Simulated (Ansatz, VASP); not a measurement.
# Two plane-wave programs on YNbSe4

```
Y Nb Se
1.0
     0.00000    4.30209    4.30209
     4.30209    0.00000    4.30209
     4.30209    4.30209    0.00000
Y Nb Se
1 1 4
Direct
  0.00000 0.00000 0.00000
  0.75000 0.75000 0.75000
  0.87311 0.37563 0.37563
  0.37563 0.37563 0.37563
  0.37563 0.87311 0.37563
  0.37563 0.37563 0.87311
```

Change from the starting cell: species swapped into the CeNdAl4 type (F-43m, No. 216).

Alike in both runs: task single point; functional PBE; k mesh 4 × 4 × 4; occupations gaussian, width 0.1 eV; collinear spin.

|  | VASP | Ansatz |
| --- | --- | --- |
| version | VASP 6.6.1 | Ansatz 0.2.0 |
| potentials or method | VASP PAW PBE potentials, release 64 (Y_sv, Nb_sv, Se) | scalar-relativistic, plane waves, PAW |
| plane-wave cutoff (eV) | 520 | 420 |
| valence electrons in the cell | 48 | 88 |

```csv
,VASP,Ansatz,Ansatz less VASP
gap on the k mesh at the Fermi level (eV),none,none,-
pressure (GPa),-7.1,-7.1,0.00
rms of the force components (eV/Å),0.015,0.014,-0.0001
net moment per atom (μB),0.72,0.72,0.000
size of the moment on the site where the two differ most (μB),2.34,2.91,+0.570
```

Site moments also hang on the region over which each program counts them. Atom by atom the forces differ by 0.000 eV/Å (rms over components). A gap of «none» marks a metal or a gap that the smearing closes. The two sets of potentials don't hold the same shells in valence. Ansatz warned: «no_starting_moments».
